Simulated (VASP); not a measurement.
Runs of VASP 6.6.1 on MgO. Symmetry: Fm-3m, No. 225, cubic system. Conventional cell: a = 4.244 Å, b = 4.244 Å, c = 4.244 Å, α = 90.00°, β = 90.00°, γ = 90.00°. Mg (site symmetry m-3m) is surrounded by 6 O at 2.12 Å. O (site symmetry m-3m) is surrounded by 6 Mg at 2.12 Å. The cell is a database's computed one.

```tsv
level	potentials or basis	k mesh	grid for exact exchange (PRECFOCK)	exchange at q = 0	screening parameter	gap on the mesh (eV)
PBE0	VASP PAW PBE potentials, release 64 (Mg, O)	10 × 10 × 10	Fast	truncated	-	6.94
PBEsol	VASP PAW PBE potentials, release 64 (Mg, O)	14 × 14 × 14	-	-	-	4.42
r2SCAN	VASP PAW PBE potentials, release 64 (Mg, O)	14 × 14 × 14	-	-	-	5.38
HSE06	VASP PAW PBE potentials, release 64 (Mg, O)	10 × 10 × 10	Fast	-	0.2 1/A	(b)
LDA	VASP PAW LDA potentials, release 64 (Mg, O)	14 × 14 × 14	-	-	-	(a)
```

Alike in all rows: task band structure; no spin polarisation; cell as given; cutoff (eV) 450; smearing gaussian 0.02 eV.

**Question.** Estimate the missing entries.

**Answer.** (a) 4.44; (b) 6.22.

Runs at the PBE level aren't shown here.
